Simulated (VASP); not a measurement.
Computed with PBE GGA, VASP's PBE PAW potentials (set 64) (plane waves; VASP 6.6.1).

Input for VASP

INCAR:
```
! general
SYSTEM =V
PREC   =Accurate
ENCUT  =480
LREAL  =.FALSE.
LASPH  =.TRUE.

! electronic loop
EDIFF  =1E-6
NELM   =100
ALGO   =Normal
LMAXMIX=4

! smearing
ISMEAR =1
SIGMA  =0.1

! functional
GGA    =PE

! ions
IBRION =2
NSW    =60
ISIF   =3
EDIFFG =-0.01

! output
LWAVE  =.FALSE.
LCHARG =.FALSE.
```

**KPOINTS**
```
Automatic mesh
0
Gamma
15 15 15
0 0 0
```

**POSCAR**
```
V
1
   -1.5150000000     1.5150000000     1.5150000000
    1.5150000000    -1.5150000000     1.5150000000
    1.5150000000     1.5150000000    -1.5150000000
V
1
Direct
  0.0000000000   0.0000000000   0.0000000000
```

POTCAR, in this order: V (PBE.64 set). Program: vasp_std.

Output of the run:

OUTCAR:
```
 ion  position               nearest neighbor table
   1  0.000  0.000  0.000-
  LATTYP: Found a body centered cubic cell.
 ALAT       =     3.0300000000
 Subroutine PRICEL returns:
 Original cell was already a primitive cell.
 Subroutine GETGRP returns: Found 48 space group operations
The static configuration has the point symmetry O_h .
The dynamic configuration has the point symmetry O_h .
 Subroutine INISYM returns: Found 48 space group operations
 Subroutine IBZKPT returns following result:
 Found    120 irreducible k-points:

 Following reciprocal coordinates:
            Coordinates               Weight
  0.000000  0.000000  0.000000      1.000000
  0.066667  0.000000  0.000000     12.000000
  0.133333  0.000000  0.000000     12.000000
  0.200000  0.000000  0.000000     12.000000
  0.266667  0.000000  0.000000     12.000000
  0.333333  0.000000  0.000000     12.000000
  0.400000  0.000000  0.000000     12.000000
  0.466667  0.000000  0.000000     12.000000
  0.066667  0.066667  0.000000     24.000000
  0.133333  0.066667  0.000000     48.000000
...
```

OSZICAR:
```
       N       E                     dE             d eps       ncg     rms          rms(c)
DAV:   1     0.504124862700E+01    0.50412E+01   -0.19575E+03  1464   0.768E+02
DAV:   2    -0.101966047716E+02   -0.15238E+02   -0.14480E+02  1446   0.996E+01
DAV:   3    -0.103849423254E+02   -0.18834E+00   -0.18734E+00  1530   0.152E+01
DAV:   4    -0.103871845189E+02   -0.22422E-02   -0.22421E-02  1722   0.169E+00
DAV:   5    -0.103872054199E+02   -0.20901E-04   -0.20901E-04  1518   0.126E-01    0.114E+01
DAV:   6    -0.898633914270E+01    0.14009E+01   -0.49408E+00  1464   0.440E+01    0.184E+00
DAV:   7    -0.893646580294E+01    0.49873E-01   -0.13068E-01  1470   0.612E+00    0.121E+00
DAV:   8    -0.892529391225E+01    0.11172E-01   -0.54651E-03  1440   0.141E+00    0.217E-01
DAV:   9    -0.892485504741E+01    0.43886E-03   -0.95038E-04  1902   0.314E-01    0.585E-02
DAV:  10    -0.892481984380E+01    0.35204E-04   -0.79141E-06  1716   0.344E-02    0.978E-03
DAV:  11    -0.892481482643E+01    0.50174E-05   -0.47018E-06  1380   0.358E-02    0.684E-04
DAV:  12    -0.892481507918E+01   -0.25275E-06   -0.13210E-08   720   0.139E-03
   1 F= -.89248151E+01 E0= -.89252310E+01  d E =-.892482E+01
       N       E                     dE             d eps       ncg     rms          rms(c)
DAV:   1    -0.902878416429E+01   -0.10397E+00   -0.70299E+00  1440   0.547E+01    0.399E+00
DAV:   2    -0.892511714129E+01    0.10367E+00   -0.31152E-01  1440   0.108E+01    0.825E-01
DAV:   3    -0.891540680258E+01    0.97103E-02   -0.16525E-02  1680   0.196E+00    0.181E-01
DAV:   4    -0.891376607973E+01    0.16407E-02   -0.23512E-03  1440   0.696E-01    0.747E-02
DAV:   5    -0.891381476465E+01   -0.48685E-04   -0.56710E-05  1656   0.786E-02    0.204E-02
DAV:   6    -0.891380833276E+01    0.64319E-05   -0.20327E-06   918   0.263E-02    0.664E-04
DAV:   7    -0.891380862691E+01   -0.29416E-06   -0.14289E-07   720   0.665E-03
   2 F= -.89138086E+01 E0= -.89143643E+01  d E =0.110065E-01
       N       E                     dE             d eps       ncg     rms          rms(c)
DAV:   1    -0.897947058878E+01   -0.65662E-01   -0.21526E+00  1440   0.318E+01    0.204E+00
DAV:   2    -0.894891910471E+01    0.30551E-01   -0.10397E-01  1440   0.596E+00    0.519E-01
DAV:   3    -0.894627581582E+01    0.26433E-02   -0.31215E-03  1914   0.718E-01    0.178E-01
DAV:   4    -0.894571659625E+01    0.55922E-03   -0.10612E-03  1440   0.461E-01    0.226E-02
DAV:   5    -0.894570019070E+01    0.16406E-04   -0.12315E-05  1440   0.531E-02    0.511E-03
DAV:   6    -0.894570095904E+01   -0.76834E-06   -0.44757E-07   720   0.762E-03
   3 F= -.89457010E+01 E0= -.89461127E+01  d E =-.208859E-01
```

OUTCAR:
```
------------------------ aborting loop because EDIFF is reached ----------------------------------------
  FORCE on cell =-STRESS in cart. coord.  units (eV):
  Direction    XX          YY          ZZ          XY          YZ          ZX
  --------------------------------------------------------------------------------------
  Total       -0.0081947     -0.0081947     -0.0081947      0.0000000     -0.0000000      0.0000000
  in kB       -0.9941698     -0.9941698     -0.9941698      0.0000000     -0.0000000      0.0000000
  external PRESSURE =      -0.9941698 kB  Pullay stress =       0.0000000 kB
  volume of cell :       13.21
      direct lattice vectors                 reciprocal lattice vectors
    -1.489041918  1.489041918  1.489041918     0.000000000  0.335786383  0.335786383
     1.489041918 -1.489041918  1.489041918     0.335786383  0.000000000  0.335786383
     1.489041918  1.489041918 -1.489041918     0.335786383  0.335786383  0.000000000
 POSITION                                       TOTAL-FORCE (eV/Angst)
 -----------------------------------------------------------------------------------
      0.00000      0.00000      0.00000         0.000000      0.000000      0.000000
 -----------------------------------------------------------------------------------
    total drift:                                0.000000     -0.000000      0.000000
  FREE ENERGIE OF THE ION-ELECTRON SYSTEM (eV)
  ---------------------------------------------------
  free  energy   TOTEN  =        -8.9457009590 eV

  energy  without entropy=       -8.9469361818  energy(sigma->0) =       -8.94611270

 reached required accuracy - stopping structural energy minimisation
```
(Selected blocks of OUTCAR.)

### CONTCAR
```
V
   1.00000000000000
    -1.4890419183865375    1.4890419183865375    1.4890419183865375
     1.4890419183865375   -1.4890419183865375    1.4890419183865375
     1.4890419183865375    1.4890419183865375   -1.4890419183865375
  V
     1
Direct
     0.0000000000000000    0.0000000000000000    0.0000000000000000
```

Energy and stress use the plane-wave basis of the starting cell.

The compound is V in the bcc structure. This run relaxes it. Symmetry was kept, so distortions that lower it aren't found. The run is not spin-polarised, so no magnetic state was tried.
